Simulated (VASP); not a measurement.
Level of theory: PBE GGA, VASP's PBE PAW potentials (set 64) (plane waves; VASP).

A VASP calculation is set up with these files.

File KPOINTS:
```
Automatic mesh
0
Gamma
1 1 1
0 0 0
```

**INCAR**
```
ALGO=Fast
EDIFF=1E-5
EDIFFG=-0.03
ENCUT=400
GGA=PE
IBRION=2
ISIF=2
ISMEAR=0
ISYM=0
LASPH=T
LCHARG=F
LREAL=Auto
LWAVE=T
NELECT=254.0
NELM=100
NELMIN=4
NSW=60
PREC=Normal
SIGMA=0.05
SYSTEM=BC63
```

POSCAR:
```
BC63
1
    7.1465551590     0.0000000000     0.0000000000
    0.0000000000     7.1465551590    -0.0000000000
   -0.0000000000    -0.0000000000     7.1465551590
C B
63 1
Direct
  0.5000000000   0.0000000000   0.0000000000
  0.6250000000   0.1250000000   0.1250000000
  0.7500000000   0.2500000000   0.0000000000
  0.8750000000   0.3750000000   0.1250000000
  0.7500000000   0.0000000000   0.2500000000
  0.8750000000   0.1250000000   0.3750000000
  0.0000000000   0.0000000000   0.0000000000
  0.1250000000   0.1250000000   0.1250000000
  0.2500000000   0.2500000000   0.0000000000
  0.3779220000   0.3813560000   0.1264290000
  0.5000000000   0.5000000000   0.0000000000
  0.6221630000   0.6256250000   0.1314910000
  0.7500000000   0.7500000000   0.0000000000
  0.8750000000   0.8750000000   0.1250000000
  0.2500000000   0.0000000000   0.2500000000
  0.3722660000   0.1199380000   0.3816600000
  0.4931090000   0.2555290000   0.2479560000
  0.6309860000   0.3736050000   0.3745580000
  0.7492630000   0.5057250000   0.2519950000
  0.8713530000   0.6274720000   0.3740070000
  0.5000000000   0.0000000000   0.5000000000
  0.6295120000   0.1269340000   0.6319690000
  0.7503770000   0.2464250000   0.4933900000
  0.8776730000   0.3721460000   0.6287850000
  0.7500000000   0.0000000000   0.7500000000
  0.8750000000   0.1250000000   0.8750000000
  0.0000000000   0.5000000000   0.0000000000
  0.1250000000   0.6250000000   0.1250000000
  0.2500000000   0.7500000000   0.0000000000
  0.3750000000   0.8750000000   0.1250000000
  0.0000000000   0.2500000000   0.2500000000
  0.1212510000   0.3791190000   0.3726260000
  0.2433690000   0.5065190000   0.2562790000
  0.3802810000   0.6278250000   0.3704390000
  0.5042690000   0.7484150000   0.2529620000
  0.6220480000   0.8693390000   0.3773430000
  0.0000000000   0.0000000000   0.5000000000
  0.1250000000   0.1250000000   0.6250000000
  0.2495390000   0.2448110000   0.5005920000
  0.3705330000   0.3737420000   0.6271410000
  0.6186640000   0.6244080000   0.6195910000
  0.7523380000   0.7452300000   0.5037010000
  0.8750000000   0.8750000000   0.6250000000
  0.2500000000   0.0000000000   0.7500000000
  0.3750000000   0.1250000000   0.8750000000
  0.5019090000   0.2463970000   0.7538920000
  0.6189840000   0.3787420000   0.8740960000
  0.7565560000   0.5038140000   0.7477110000
  0.8750000000   0.6250000000   0.8750000000
  0.0000000000   0.7500000000   0.2500000000
  0.1250000000   0.8750000000   0.3750000000
  0.0000000000   0.5000000000   0.5000000000
  0.1307270000   0.6186550000   0.6258810000
  0.2560990000   0.7446800000   0.4998990000
  0.3782160000   0.8804740000   0.6181030000
  0.0000000000   0.2500000000   0.7500000000
  0.1250000000   0.3750000000   0.8750000000
  0.2474290000   0.5018490000   0.7459890000
  0.3752290000   0.6266760000   0.8710870000
  0.4985890000   0.7533980000   0.7478150000
  0.6250000000   0.8750000000   0.8750000000
  0.0000000000   0.7500000000   0.7500000000
  0.1250000000   0.8750000000   0.8750000000
  0.4941840000   0.5012280000   0.5031820000
```

POTCAR, in this order: C B (PBE.64 set). Program: vasp_gam.

The resulting files:

**OSZICAR**
```
...
RMM:   7    -0.583022038743E+03   -0.16058E-03   -0.18488E-03   333   0.997E-02    0.367E-02
RMM:   8    -0.583022046289E+03   -0.75467E-05   -0.34183E-04   323   0.450E-02    0.122E-02
RMM:   9    -0.583022054028E+03   -0.77387E-05   -0.87034E-05   302   0.222E-02
   3 F= -.58302205E+03 E0= -.58302163E+03  d E =-.179668E+01
       N       E                     dE             d eps       ncg     rms          rms(c)
DAV:   1    -0.582639412772E+03    0.38263E+00   -0.11048E+02   352   0.296E+01    0.202E+00
RMM:   2    -0.582774945641E+03   -0.13553E+00   -0.17971E+00   320   0.376E+00    0.125E+00
RMM:   3    -0.582775867644E+03   -0.92200E-03   -0.25296E-01   322   0.138E+00    0.529E-01
RMM:   4    -0.582778854468E+03   -0.29868E-02   -0.53315E-02   327   0.544E-01    0.205E-01
RMM:   5    -0.582779746079E+03   -0.89161E-03   -0.10330E-02   337   0.225E-01    0.490E-02
RMM:   6    -0.582779909106E+03   -0.16303E-03   -0.17799E-03   330   0.903E-02    0.307E-02
RMM:   7    -0.582779931631E+03   -0.22525E-04   -0.28770E-04   324   0.410E-02    0.537E-03
RMM:   8    -0.582779937726E+03   -0.60953E-05   -0.70197E-05   280   0.192E-02
   4 F= -.58277994E+03 E0= -.58277994E+03  d E =0.242116E+00
       N       E                     dE             d eps       ncg     rms          rms(c)
DAV:   1    -0.583199578080E+03   -0.41965E+00   -0.37993E+01   352   0.173E+01    0.113E+00
RMM:   2    -0.583240776539E+03   -0.41198E-01   -0.55437E-01   320   0.210E+00    0.691E-01
RMM:   3    -0.583241460916E+03   -0.68438E-03   -0.81330E-02   322   0.777E-01    0.274E-01
RMM:   4    -0.583242623523E+03   -0.11626E-02   -0.16405E-02   330   0.302E-01    0.113E-01
RMM:   5    -0.583242866072E+03   -0.24255E-03   -0.28943E-03   330   0.123E-01    0.246E-02
RMM:   6    -0.583242927130E+03   -0.61059E-04   -0.66556E-04   332   0.529E-02    0.178E-02
RMM:   7    -0.583242933202E+03   -0.60714E-05   -0.10101E-04   304   0.233E-02    0.438E-03
RMM:   8    -0.583242934628E+03   -0.14261E-05   -0.21181E-05   203   0.105E-02
   5 F= -.58324293E+03 E0= -.58324293E+03  d E =-.220881E+00
       N       E                     dE             d eps       ncg     rms          rms(c)
DAV:   1    -0.583229366895E+03    0.13566E-01   -0.30472E+01   352   0.153E+01    0.124E+00
RMM:   2    -0.583254612250E+03   -0.25245E-01   -0.47505E-01   320   0.195E+00    0.767E-01
RMM:   3    -0.583250892120E+03    0.37201E-02   -0.77580E-02   321   0.757E-01    0.212E-01
RMM:   4    -0.583252162832E+03   -0.12707E-02   -0.15363E-02   333   0.293E-01    0.104E-01
RMM:   5    -0.583252341373E+03   -0.17854E-03   -0.25006E-03   329   0.120E-01    0.275E-02
RMM:   6    -0.583252383770E+03   -0.42396E-04   -0.53284E-04   329   0.507E-02    0.205E-02
RMM:   7    -0.583252391874E+03   -0.81041E-05   -0.10439E-04   309   0.237E-02    0.378E-03
RMM:   8    -0.583252393743E+03   -0.18689E-05   -0.24298E-05   206   0.104E-02
   6 F= -.58325239E+03 E0= -.58325239E+03  d E =-.945911E-02
       N       E                     dE             d eps       ncg     rms          rms(c)
DAV:   1    -0.583318670221E+03   -0.66278E-01   -0.66099E+00   352   0.721E+00    0.538E-01
RMM:   2    -0.583324779248E+03   -0.61090E-02   -0.10282E-01   320   0.909E-01    0.339E-01
RMM:   3    -0.583324211148E+03    0.56810E-03   -0.16181E-02   321   0.348E-01    0.928E-02
RMM:   4    -0.583324490053E+03   -0.27890E-03   -0.31846E-03   333   0.133E-01    0.496E-02
RMM:   5    -0.583324527856E+03   -0.37803E-04   -0.52710E-04   328   0.547E-02    0.126E-02
RMM:   6    -0.583324536031E+03   -0.81749E-05   -0.10762E-04   302   0.229E-02    0.952E-03
RMM:   7    -0.583324537474E+03   -0.14437E-05   -0.20729E-05   205   0.107E-02
   7 F= -.58332454E+03 E0= -.58332454E+03  d E =-.816028E-01
       N       E                     dE             d eps       ncg     rms          rms(c)
DAV:   1    -0.583325956412E+03   -0.14204E-02   -0.44509E+00   352   0.591E+00    0.431E-01
RMM:   2    -0.583329095091E+03   -0.31387E-02   -0.63932E-02   320   0.713E-01    0.261E-01
RMM:   3    -0.583328936105E+03    0.15899E-03   -0.11367E-02   322   0.278E-01    0.796E-02
RMM:   4    -0.583329096665E+03   -0.16056E-03   -0.19954E-03   332   0.106E-01    0.408E-02
RMM:   5    -0.583329125383E+03   -0.28718E-04   -0.38199E-04   327   0.453E-02    0.111E-02
RMM:   6    -0.583329130745E+03   -0.53624E-05   -0.80946E-05   274   0.196E-02
   8 F= -.58332913E+03 E0= -.58332913E+03  d E =-.459327E-02
       N       E                     dE             d eps       ncg     rms          rms(c)
DAV:   1    -0.583338868995E+03   -0.97436E-02   -0.92473E-01   352   0.269E+00    0.198E-01
RMM:   2    -0.583339508470E+03   -0.63947E-03   -0.13283E-02   320   0.325E-01    0.120E-01
RMM:   3    -0.583339468843E+03    0.39627E-04   -0.23517E-03   322   0.127E-01    0.367E-02
RMM:   4    -0.583339501139E+03   -0.32296E-04   -0.40311E-04   330   0.481E-02    0.189E-02
RMM:   5    -0.583339507722E+03   -0.65822E-05   -0.81141E-05   292   0.207E-02
   9 F= -.58333951E+03 E0= -.58333951E+03  d E =-.149702E-01
       N       E                     dE             d eps       ncg     rms          rms(c)
DAV:   1    -0.583343221126E+03   -0.37200E-02   -0.47526E-01   336   0.198E+00    0.124E-01
RMM:   2    -0.583343543084E+03   -0.32196E-03   -0.52404E-03   320   0.203E-01    0.749E-02
RMM:   3    -0.583343576882E+03   -0.33798E-04   -0.11694E-03   322   0.801E-02    0.238E-02
RMM:   4    -0.583343600104E+03   -0.23222E-04   -0.23815E-04   339   0.322E-02    0.141E-02
RMM:   5    -0.583343602312E+03   -0.22082E-05   -0.27427E-05   216   0.122E-02
  10 F= -.58334360E+03 E0= -.58334360E+03  d E =-.409459E-02
       N       E                     dE             d eps       ncg     rms          rms(c)
DAV:   1    -0.583343743673E+03   -0.14357E-03   -0.24520E-02   368   0.449E-01    0.287E-02
RMM:   2    -0.583343761823E+03   -0.18149E-04   -0.28323E-04   320   0.473E-02    0.177E-02
RMM:   3    -0.583343764094E+03   -0.22717E-05   -0.64004E-05   262   0.188E-02    0.580E-03
RMM:   4    -0.583343765130E+03   -0.10352E-05   -0.10532E-05   191   0.741E-03
  11 F= -.58334377E+03 E0= -.58334377E+03  d E =-.425741E-02
       N       E                     dE             d eps       ncg     rms          rms(c)
DAV:   1    -0.583344589478E+03   -0.82538E-03   -0.27886E-01   336   0.151E+00    0.966E-02
RMM:   2    -0.583344811214E+03   -0.22174E-03   -0.35072E-03   320   0.167E-01    0.592E-02
RMM:   3    -0.583344826405E+03   -0.15191E-04   -0.74090E-04   322   0.662E-02    0.182E-02
RMM:   4    -0.583344840544E+03   -0.14140E-04   -0.14380E-04   338   0.262E-02    0.112E-02
RMM:   5    -0.583344842084E+03   -0.15394E-05   -0.20037E-05   207   0.105E-02
  12 F= -.58334484E+03 E0= -.58334484E+03  d E =-.107695E-02
       N       E                     dE             d eps       ncg     rms          rms(c)
DAV:   1    -0.583344916927E+03   -0.76383E-04   -0.13830E-02   336   0.337E-01    0.213E-02
RMM:   2    -0.583344927063E+03   -0.10136E-04   -0.16790E-04   320   0.367E-02    0.128E-02
RMM:   3    -0.583344927397E+03   -0.33452E-06   -0.34780E-05   215   0.143E-02    0.378E-03
RMM:   4    -0.583344927892E+03   -0.49481E-06   -0.50960E-06   180   0.526E-03
  13 F= -.58334493E+03 E0= -.58334493E+03  d E =-.116276E-02
       N       E                     dE             d eps       ncg     rms          rms(c)
DAV:   1    -0.583345076062E+03   -0.14866E-03   -0.40125E-02   336   0.566E-01    0.381E-02
RMM:   2    -0.583345105593E+03   -0.29532E-04   -0.51184E-04   320   0.642E-02    0.230E-02
RMM:   3    -0.583345105856E+03   -0.26275E-06   -0.10007E-04   322   0.249E-02    0.695E-03
RMM:   4    -0.583345107377E+03   -0.15212E-05   -0.16741E-05   200   0.973E-03
  14 F= -.58334511E+03 E0= -.58334511E+03  d E =-.179485E-03
```

### OUTCAR
```
------------------------ aborting loop because EDIFF is reached ----------------------------------------
  FORCE on cell =-STRESS in cart. coord.  units (eV):
  Direction    XX          YY          ZZ          XY          YZ          ZX
  --------------------------------------------------------------------------------------
  Total      -13.6634250    -13.6366680    -13.6956135      1.7259829     -1.7418542      1.7556534
  in kB      -59.9763330    -59.8588818    -60.1176261      7.5762942     -7.6459619      7.7065343
  external PRESSURE =     -59.9842803 kB  Pullay stress =       0.0000000 kB
  volume of cell :      365.00
      direct lattice vectors                 reciprocal lattice vectors
     7.146555159  0.000000000  0.000000000     0.139927556  0.000000000  0.000000000
     0.000000000  7.146555159  0.000000000     0.000000000  0.139927556  0.000000000
     0.000000000  0.000000000  7.146555159     0.000000000  0.000000000  0.139927556
 POSITION                                       TOTAL-FORCE (eV/Angst)
 -----------------------------------------------------------------------------------
      3.56292      0.00947      0.00954         0.003421      0.003086      0.000695
      4.47621      0.88124      0.88149         0.007435     -0.004089     -0.012794
      5.35219      1.79494      0.00694        -0.005414     -0.000388      0.008080
      6.26585      2.67072      0.88128         0.004223     -0.002434     -0.007348
      5.35223      0.00694      1.79499        -0.002698      0.007013      0.003893
      6.26606      0.88086      2.67096        -0.001357      0.004487     -0.004179
      7.14006      0.00746      0.00716        -0.003455     -0.001793      0.005585
      0.90062      0.88821      0.88815         0.002214     -0.004168     -0.002781
      1.78037      1.79425      0.00909         0.003388      0.000071      0.005541
      2.68569      2.67718      0.88851         0.003673      0.002147     -0.007298
      3.56688      3.58049      0.00765         0.000134     -0.007648      0.005690
      4.46994      4.46158      0.88853         0.004818     -0.003556     -0.008263
      5.35319      5.36705      0.00924        -0.006780     -0.008611      0.002819
      6.25923      6.24684      0.88823         0.001245     -0.006894     -0.006728
      1.78056      0.00926      1.79424        -0.004160      0.000563      0.003909
      2.68569      0.88848      2.67750         0.005820     -0.005947     -0.007860
      3.56889      1.79792      1.79801        -0.012305      0.001402      0.002478
      4.50787      2.63907      2.63927         0.012453     -0.000106     -0.007140
      5.34936      3.57836      1.79771        -0.008387      0.004054      0.010209
      6.25880      4.46137      2.67713         0.001201     -0.004218     -0.001418
      3.56699      0.00752      3.58029        -0.005429      0.002990      0.001913
      4.46986      0.88819      4.46140         0.005654      0.003236     -0.000215
      5.34908      1.79789      3.57854         0.003595     -0.001487     -0.002453
      6.25872      2.67727      4.46139        -0.001338     -0.006168     -0.002417
      5.35314      0.00913      5.36658        -0.007850      0.001093      0.006305
      6.25915      0.88817      6.24647        -0.002428     -0.004498      0.000477
      7.13765      3.58401      0.00935        -0.003567      0.000790      0.003384
      0.89439      4.45871      0.88127         0.005257      0.002851     -0.003125
      1.77935      5.36779      0.00573         0.000017      0.001160      0.004372
      2.68827      6.25277      0.88136        -0.001484     -0.006260     -0.000859
      7.14007      1.79483      1.79501        -0.004606      0.001767      0.002951
      0.90006      2.67733      2.67748         0.003939     -0.002057     -0.000734
      1.77179      3.59094      1.78830         0.003026      0.000653      0.009497
      2.66818      4.47865      2.64021        -0.000831      0.008484     -0.004071
      3.55596      5.37524      1.78834         0.000406     -0.002646      0.007413
      4.46967      6.24693      2.67738         0.000386     -0.005393      0.000686
      7.13785      0.00910      3.58413        -0.006612      0.004514      0.004823
      0.89440      0.88105      4.45900         0.005508      0.002980     -0.006734
      1.77196      1.78835      3.59123        -0.006161      0.002744     -0.001090
      2.66804      2.64016      4.47907         0.006143      0.004525     -0.009230
      4.50684      4.47894      4.47905        -0.006519     -0.005468     -0.011075
      5.35865      5.37492      3.59082        -0.001813      0.006643      0.011390
      6.26576      6.25242      4.45896         0.005298     -0.002116     -0.009008
      1.77939      0.00567      5.36772        -0.002285     -0.000809      0.007798
      2.68823      0.88123      6.25273         0.001772      0.000102     -0.006562
      3.55598      1.78837      5.37496        -0.001124      0.002451      0.011551
      4.46956      2.67732      6.24700         0.001966      0.004269     -0.004835
      5.35846      3.59105      5.37511         0.003933      0.001466      0.004588
      6.26581      4.45875      6.25265         0.000575      0.000723     -0.001425
      7.13815      5.36667      1.79414        -0.004211      0.003774      0.002867
      0.89872      6.24848      2.67318        -0.000317     -0.000407     -0.008723
      7.13956      3.58015      3.58017        -0.005540      0.004711      0.002914
      0.90302      4.45980      4.45984         0.002503     -0.002727     -0.002703
      1.77439      5.37277      3.57828        -0.000424     -0.002658      0.005752
      2.68731      6.24396      4.45997         0.004861      0.003210     -0.004222
      7.13792      1.79407      5.36652         0.001156      0.006107      0.007105
      0.89850      2.67293      6.24859         0.001524      0.001761     -0.004649
      1.77438      3.57842      5.37278        -0.001979     -0.001711      0.004540
      2.68748      4.45989      6.24427        -0.005842      0.000054     -0.004132
      3.56893      5.37285      5.37299        -0.001985      0.001841     -0.000604
      4.47420      6.24865      6.24874         0.003753      0.001669     -0.003312
      7.14139      5.36759      5.36772        -0.000056      0.005448      0.006060
      0.90074      6.24646      6.24661         0.001734     -0.007788     -0.012438
      3.54852      3.59845      3.59812         0.003929     -0.002791      0.015138
 -----------------------------------------------------------------------------------
    total drift:                               -0.058282      0.063659      0.059793
  FREE ENERGIE OF THE ION-ELECTRON SYSTEM (eV)
  ---------------------------------------------------
  free  energy   TOTEN  =      -583.3451073772 eV

  energy  without entropy=     -583.3451073772  energy(sigma->0) =     -583.34510738

 reached required accuracy - stopping structural energy minimisation
```
(Selected blocks of OUTCAR.)

### CONTCAR
```
BC63
   1.00000000000000
     7.1465551590000000    0.0000000000000000    0.0000000000000000
     0.0000000000000000    7.1465551590000000    0.0000000000000000
     0.0000000000000000    0.0000000000000000    7.1465551590000000
  C               B
    63     1
Direct
     0.4985501441070369    0.0013257423537915    0.0013345910029541
     0.6263454936698404    0.1233090738238601    0.1233448821972096
     0.7489183689608542    0.2511621103881153    0.0009709429572708
     0.8767654509671738    0.3737073571478420    0.1233154174457231
     0.7489241634484366    0.0009711235607579    0.2511692609063137
     0.8767947927504061    0.1232569622904954    0.3737413817067808
     0.9990915253202450    0.0010436245389432    0.0010025152541838
     0.1260217562734351    0.1242844020644674    0.1242760868137395
     0.2491228066087805    0.2510656408831647    0.0012718255611290
     0.3758021086019662    0.3746109594989825    0.1243273241808373
     0.4991053843464507    0.5010092612701332    0.0010711127998893
     0.6254678508671523    0.6242986651660893    0.1243293515335679
     0.7490591882730208    0.7509981033011336    0.0012923811124108
     0.8758389641895924    0.8741050320311394    0.1242874054617779
     0.2491496818607573    0.0012956861006015    0.2510633024018890
     0.3758021521318769    0.1243232131941288    0.3746559734781478
     0.4993860262239864    0.2515789629403939    0.2515909756792329
     0.6307745565751786    0.3692782028912222    0.3693069948389240
     0.7485229247532690    0.5007108413718303    0.2515495474451103
     0.8757784945014104    0.6242686439853736    0.3746035699698084
     0.4991199895597921    0.0010520166517840    0.5009817194473678
     0.6254564851670361    0.1242821479111403    0.6242729769883064
     0.7484835327059320    0.2515743898812344    0.5007370201552889
     0.8757675898271410    0.3746234466665874    0.6242718305819376
     0.7490521862571414    0.0012769853534538    0.7509328984388148
     0.8758276270896869    0.1242796697410470    0.8740534280615900
     0.9987545177287036    0.5015017223002654    0.0013079520781433
     0.1251494518759605    0.6238961854683118    0.1233139931858488
     0.2489796080325363    0.7511018310112836    0.0008013730054030
     0.3761636654349412    0.8749345429561682    0.1233263181575539
     0.9990932399535570    0.2511466751976582    0.2511711733494503
     0.1259430697975658    0.3746325125143843    0.3746534478525727
     0.2479219474324403    0.5024718088044117    0.2502318857790953
     0.3733517048989952    0.6266867510901051    0.3694382049195876
     0.4975771012146613    0.7521440018996730    0.2502382124000308
     0.6254300193682549    0.8741180714339034    0.3746396312537102
     0.9987819218756252    0.0012739817341316    0.5015179540072903
     0.1251507291949607    0.1232834344057131    0.6239362914000895
     0.2479460177475506    0.2502397597563464    0.5025122737510530
     0.3733325813658014    0.3694309563420116    0.6267448480252737
     0.6306314503468521    0.6267272824850442    0.6267419360192783
     0.7498229406984822    0.7520996357252205    0.5024551180688350
     0.8767518047566452    0.8748859540128735    0.6239319561284553
     0.2489853398789127    0.0007928691432538    0.7510917105094292
     0.3761567627482837    0.1233078379750225    0.8749295705683685
     0.4975797504320107    0.2502428274305227    0.7521045828909841
     0.6254150753613396    0.3746301829913584    0.8741276378016856
     0.7497956304780155    0.5024870361792909    0.7521262220552594
     0.8767590857623384    0.6239023816373924    0.8749176260615636
     0.9988242619954061    0.7509449652880514    0.2510495148186883
     0.1257553470610566    0.8743348354908458    0.3740509664617264
     0.9990205607728403    0.5009613258239557    0.5009650683904372
     0.1263579088542154    0.6240492078193800    0.6240544918487462
     0.2482860082673198    0.7517982760575596    0.5006997843864326
     0.3760293626409835    0.8737023466762339    0.6240730320885166
     0.9987914808346439    0.2510400980288229    0.7509238984549800
     0.1257249873435937    0.3740164196712121    0.8743500904137906
     0.2482851130914649    0.5007190694085625    0.7517999267499408
     0.3760529904318761    0.6240613293525463    0.8737448239379939
     0.4993915525083110    0.7518102890798430    0.7518300166293640
     0.6260641351452650    0.8743587592252328    0.8743707741940400
     0.9992779148137912    0.7510737031460097    0.7510925019634545
     0.1260386316608358    0.8740518813639546    0.8740732054649664
     0.4965350831563578    0.5035229860657203    0.5034762685077518
```

At this cut-off the stress carries a Pulay error, which pulls relaxed volumes low. The cell is charged, with a uniform compensating background. The supercell is sampled at Γ alone, which is coarse: total energies, pressure and levels can be off, energies of defects by several tenths of an eV.

The cell is a supercell with a defect, built from C (diamond): B_C, charge +1. The run is not spin-polarised, so no state with unpaired spins was tried.
